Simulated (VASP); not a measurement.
Level of theory: PW91 GGA, VASP's PBE PAW potentials (set 64) (plane waves; VASP 6.6.1).

A VASP calculation is set up with these files.

INCAR:
```
! general
SYSTEM  = MoS2
PREC    = Accurate
ENCUT   = 520   ! plane-wave cut-off (eV)
LREAL   = .False.
LASPH   = .True.   ! aspherical one-centre terms

! electronic loop
EDIFF   = 1E-7
NELM    = 100
ALGO    = Normal   ! blocked Davidson
LMAXMIX = 4

! smearing
ISMEAR  = 0   ! Gaussian
SIGMA   = 0.05   ! width (eV)

! functional
GGA     = 91

! ions
IBRION  = 2   ! conjugate gradients
NSW     = 30   ! most ionic steps
ISIF    = 4
EDIFFG  = -0.01

! output
LWAVE   = .False.
LCHARG  = .False.
```

File POSCAR:
```
MoS2
1.0
  1.5629170212  -2.7070514110   0.0000000000
  1.5629170212   2.7070514110   0.0000000000
  0.0000000000   0.0000000000  14.2926728583
Mo S
2 4
Cart
  1.5629170212   0.9023522750   3.5731682146
  1.5629170212  -0.9023522750  10.7195046437
  1.5629170212   0.9023522750  12.2498703764
  1.5629170212  -0.9023522750   5.1035339472
  1.5629170212  -0.9023522750   2.0428024819
  1.5629170212   0.9023522750   9.1891389111
```

KPOINTS:
```
Automatic mesh
0
Gamma
8 8 2
0 0 0
```

POTCAR, in this order: Mo_sv S (PBE.64 set). Program: vasp_std.

Output

OSZICAR:
```
...
DAV:   7    -0.437860355973E+02    0.35523E+00   -0.76523E+00  1394   0.147E+01    0.892E+00
DAV:   8    -0.435067689045E+02    0.27927E+00   -0.13314E+00  1649   0.656E+00    0.268E+00
DAV:   9    -0.435160339995E+02   -0.92651E-02   -0.11458E-01  1686   0.166E+00    0.136E+00
DAV:  10    -0.435096393590E+02    0.63946E-02   -0.57183E-02  1529   0.136E+00    0.305E-01
DAV:  11    -0.435097166395E+02   -0.77280E-04   -0.23538E-03  1540   0.292E-01    0.139E-01
DAV:  12    -0.435097000104E+02    0.16629E-04   -0.61324E-04  1601   0.129E-01    0.569E-02
DAV:  13    -0.435097632289E+02   -0.63219E-04   -0.22554E-04  1499   0.748E-02    0.260E-02
DAV:  14    -0.435097728107E+02   -0.95818E-05   -0.16992E-05  1478   0.229E-02    0.591E-03
DAV:  15    -0.435097742721E+02   -0.14613E-05   -0.56075E-06  1611   0.120E-02    0.602E-03
DAV:  16    -0.435097742762E+02   -0.41373E-08   -0.17422E-06  1662   0.782E-03    0.893E-04
DAV:  17    -0.435097743631E+02   -0.86912E-07   -0.67040E-08  1050   0.156E-03
   1 F= -.43509774E+02 E0= -.43509774E+02  d E =-.435098E+02
       N       E                     dE             d eps       ncg     rms          rms(c)
DAV:   1    -0.435703506520E+02   -0.60576E-01   -0.12316E+01  1254   0.147E+01    0.329E+00
DAV:   2    -0.436197048314E+02   -0.49354E-01   -0.66283E-01  1494   0.350E+00    0.161E+00
DAV:   3    -0.436170289567E+02    0.26759E-02   -0.43868E-02  1549   0.115E+00    0.112E+00
DAV:   4    -0.436156378506E+02    0.13911E-02   -0.27244E-02  1494   0.863E-01    0.393E-01
DAV:   5    -0.436148529291E+02    0.78492E-03   -0.37868E-03  1604   0.323E-01    0.102E-01
DAV:   6    -0.436148071841E+02    0.45745E-04   -0.50077E-04  1571   0.112E-01    0.101E-01
DAV:   7    -0.436148089427E+02   -0.17586E-05   -0.34987E-05  1617   0.282E-02    0.515E-02
DAV:   8    -0.436148093031E+02   -0.36033E-06   -0.61538E-06  1535   0.118E-02    0.315E-02
DAV:   9    -0.436148102418E+02   -0.93872E-06   -0.35380E-06  1574   0.919E-03    0.156E-02
DAV:  10    -0.436148103974E+02   -0.15556E-06   -0.40534E-07  1349   0.313E-03    0.776E-03
DAV:  11    -0.436148104390E+02   -0.41671E-07   -0.16966E-07  1168   0.221E-03
   2 F= -.43614810E+02 E0= -.43614810E+02  d E =-.105036E+00
       N       E                     dE             d eps       ncg     rms          rms(c)
DAV:   1    -0.436150872815E+02   -0.27688E-03   -0.47559E-02  1275   0.900E-01    0.231E-01
DAV:   2    -0.436152705493E+02   -0.18327E-03   -0.24047E-03  1522   0.214E-01    0.920E-02
DAV:   3    -0.436152603580E+02    0.10191E-04   -0.80915E-05  1542   0.519E-02    0.671E-02
DAV:   4    -0.436152649617E+02   -0.46037E-05   -0.88888E-05  1539   0.498E-02    0.242E-02
DAV:   5    -0.436152577659E+02    0.71958E-05   -0.40863E-05  1528   0.332E-02    0.413E-03
DAV:   6    -0.436152576037E+02    0.16220E-06   -0.24439E-06  1325   0.736E-03    0.672E-03
DAV:   7    -0.436152576583E+02   -0.54623E-07   -0.16835E-07  1007   0.205E-03
   3 F= -.43615258E+02 E0= -.43615258E+02  d E =-.105483E+00
       N       E                     dE             d eps       ncg     rms          rms(c)
DAV:   1    -0.439046727388E+02   -0.28942E+00   -0.12810E+01  1256   0.225E+01    0.365E+00
DAV:   2    -0.437266162794E+02    0.17806E+00   -0.10416E+00  1417   0.584E+00    0.209E+00
DAV:   3    -0.436893799442E+02    0.37236E-01   -0.10069E-01  1549   0.190E+00    0.783E-01
DAV:   4    -0.436741941240E+02    0.15186E-01   -0.46197E-02  1448   0.108E+00    0.476E-01
DAV:   5    -0.436739514631E+02    0.24266E-03   -0.33557E-03  1478   0.279E-01    0.145E-01
DAV:   6    -0.436738099138E+02    0.14155E-03   -0.12326E-03  1558   0.173E-01    0.799E-02
DAV:   7    -0.436738697485E+02   -0.59835E-04   -0.37492E-04  1657   0.978E-02    0.342E-02
DAV:   8    -0.436738875358E+02   -0.17787E-04   -0.80037E-05  1623   0.529E-02    0.123E-02
DAV:   9    -0.436738960142E+02   -0.84783E-05   -0.12836E-05  1439   0.185E-02    0.408E-03
DAV:  10    -0.436738975775E+02   -0.15633E-05   -0.15748E-06  1502   0.593E-03    0.196E-03
DAV:  11    -0.436738982238E+02   -0.64629E-06   -0.64644E-07  1227   0.391E-03    0.845E-04
DAV:  12    -0.436738982442E+02   -0.20445E-07   -0.29586E-08   978   0.847E-04
   4 F= -.43673898E+02 E0= -.43673898E+02  d E =-.586406E-01
       N       E                     dE             d eps       ncg     rms          rms(c)
DAV:   1    -0.439693843375E+02   -0.29549E+00   -0.15241E+01  1248   0.245E+01    0.393E+00
DAV:   2    -0.437580393487E+02    0.21134E+00   -0.12008E+00  1379   0.628E+00    0.221E+00
DAV:   3    -0.437150473629E+02    0.42992E-01   -0.11080E-01  1548   0.200E+00    0.854E-01
DAV:   4    -0.436978470781E+02    0.17200E-01   -0.51574E-02  1441   0.114E+00    0.487E-01
DAV:   5    -0.436976018234E+02    0.24525E-03   -0.38365E-03  1499   0.299E-01    0.154E-01
DAV:   6    -0.436974640080E+02    0.13782E-03   -0.12664E-03  1558   0.175E-01    0.829E-02
DAV:   7    -0.436975289270E+02   -0.64919E-04   -0.43046E-04  1635   0.103E-01    0.381E-02
DAV:   8    -0.436975471755E+02   -0.18248E-04   -0.10498E-04  1609   0.586E-02    0.141E-02
DAV:   9    -0.436975542754E+02   -0.70999E-05   -0.18974E-05  1621   0.216E-02    0.554E-03
DAV:  10    -0.436975560165E+02   -0.17412E-05   -0.16106E-06  1297   0.668E-03    0.171E-03
DAV:  11    -0.436975564529E+02   -0.43639E-06   -0.42712E-07  1282   0.306E-03    0.748E-04
DAV:  12    -0.436975564963E+02   -0.43340E-07   -0.66728E-08   959   0.138E-03
   5 F= -.43697556E+02 E0= -.43697556E+02  d E =-.822988E-01
       N       E                     dE             d eps       ncg     rms          rms(c)
DAV:   1    -0.436991968667E+02   -0.16404E-02   -0.85155E-02  1240   0.184E+00    0.321E-01
DAV:   2    -0.436980169523E+02    0.11799E-02   -0.69694E-03  1424   0.479E-01    0.175E-01
DAV:   3    -0.436977644467E+02    0.25251E-03   -0.68214E-04  1568   0.155E-01    0.637E-02
DAV:   4    -0.436976620578E+02    0.10239E-03   -0.33113E-04  1449   0.907E-02    0.444E-02
DAV:   5    -0.436976606481E+02    0.14097E-05   -0.25497E-05  1521   0.242E-02    0.937E-03
DAV:   6    -0.436976602346E+02    0.41352E-06   -0.78659E-06  1526   0.142E-02    0.620E-03
DAV:   7    -0.436976609196E+02   -0.68499E-06   -0.16111E-06  1474   0.668E-03    0.231E-03
DAV:   8    -0.436976610580E+02   -0.13838E-06   -0.31236E-07  1140   0.341E-03    0.610E-04
DAV:   9    -0.436976611127E+02   -0.54667E-07   -0.45774E-08   887   0.115E-03
   6 F= -.43697661E+02 E0= -.43697661E+02  d E =-.824035E-01
       N       E                     dE             d eps       ncg     rms          rms(c)
DAV:   1    -0.436973889403E+02    0.27212E-03   -0.15609E-01  1254   0.154E+00    0.379E-01
DAV:   2    -0.436979739838E+02   -0.58504E-03   -0.72088E-03  1478   0.383E-01    0.160E-01
DAV:   3    -0.436979608921E+02    0.13092E-04   -0.10848E-04  1481   0.567E-02    0.104E-01
DAV:   4    -0.436979575649E+02    0.33272E-05   -0.98683E-05  1394   0.477E-02    0.277E-02
DAV:   5    -0.436979542020E+02    0.33629E-05   -0.24246E-05  1422   0.264E-02    0.168E-02
DAV:   6    -0.436979539565E+02    0.24552E-06   -0.20947E-06  1387   0.583E-03    0.880E-03
DAV:   7    -0.436979538594E+02    0.97079E-07   -0.22635E-07  1131   0.239E-03
   7 F= -.43697954E+02 E0= -.43697954E+02  d E =-.292747E-03
       N       E                     dE             d eps       ncg     rms          rms(c)
DAV:   1    -0.436980352706E+02   -0.81314E-04   -0.22316E-02  1254   0.580E-01    0.146E-01
DAV:   2    -0.436981217843E+02   -0.86514E-04   -0.10282E-03  1493   0.145E-01    0.609E-02
DAV:   3    -0.436981206897E+02    0.10946E-05   -0.15179E-05  1348   0.211E-02    0.400E-02
DAV:   4    -0.436981217353E+02   -0.10456E-05   -0.14983E-05  1401   0.183E-02    0.107E-02
DAV:   5    -0.436981209263E+02    0.80897E-06   -0.35209E-06  1415   0.988E-03    0.610E-03
DAV:   6    -0.436981209085E+02    0.17822E-07   -0.30259E-07  1204   0.220E-03
   8 F= -.43698121E+02 E0= -.43698121E+02  d E =-.459796E-03
```

OUTCAR:
```
------------------------ aborting loop because EDIFF is reached ----------------------------------------
  FORCE on cell =-STRESS in cart. coord.  units (eV):
  Direction    XX          YY          ZZ          XY          YZ          ZX
  --------------------------------------------------------------------------------------
  Total        0.1575528      0.1575528      0.1639433      0.0000000      0.0000000     -0.0000000
  in kB        2.0871847      2.0871841      2.1718431      0.0000000      0.0000000     -0.0000000
  external PRESSURE =       2.1154040 kB  Pullay stress =       0.0000000 kB
  volume of cell :      120.94
      direct lattice vectors                 reciprocal lattice vectors
     1.594284035 -2.761380574 -0.000000000     0.313620402 -0.181068848 -0.000000000
     1.594284035  2.761380574  0.000000000     0.313620402  0.181068848 -0.000000000
     0.000000000 -0.000000000 13.735798639     0.000000000 -0.000000000  0.072802465
 POSITION                                       TOTAL-FORCE (eV/Angst)
 -----------------------------------------------------------------------------------
      1.59428      0.92046      3.43395         0.000000     -0.000000      0.000000
      1.59428     -0.92046     10.30185        -0.000000      0.000000      0.000000
      1.59428      0.92046     11.86452         0.000000      0.000000      0.000544
      1.59428     -0.92046      4.99662         0.000000     -0.000000      0.000544
      1.59428     -0.92046      1.87128        -0.000000     -0.000000     -0.000544
      1.59428      0.92046      8.73918        -0.000000      0.000000     -0.000544
 -----------------------------------------------------------------------------------
    total drift:                               -0.000238      0.001673     -0.000030
  FREE ENERGIE OF THE ION-ELECTRON SYSTEM (eV)
  ---------------------------------------------------
  free  energy   TOTEN  =       -43.6981209085 eV

  energy  without entropy=      -43.6981209085  energy(sigma->0) =      -43.69812091

 reached required accuracy - stopping structural energy minimisation
```
(Selected blocks of OUTCAR.)

CONTCAR:
```
MoS2
   1.00000000000000
     1.5942840350137939   -2.7613805738929749   -0.0000000000000000
     1.5942840350137939    2.7613805738929749    0.0000000000000000
     0.0000000000000000   -0.0000000000000000   13.7357986392120850
  Mo              S
     2     4
Direct
     0.3333330000000032    0.6666669999999968    0.2500000000000000
     0.6666669999999968    0.3333330000000032    0.7500000000000000
     0.3333330000000032    0.6666669999999968    0.8637662424758759
     0.6666669999999968    0.3333330000000032    0.3637662424758760
     0.6666669999999968    0.3333330000000032    0.1362337575241241
     0.3333330000000032    0.6666669999999968    0.6362337575241241
```

Without a dispersion term in the relaxation, distances and binding between the weakly bound layers, chains or molecules are unreliable, and so is what depends on them.

The compound is MoS2 in the 2H layered structure. This cell is one point of a volume scan, at 0.94 of the reference volume. Symmetry was kept, so distortions that lower it aren't found.
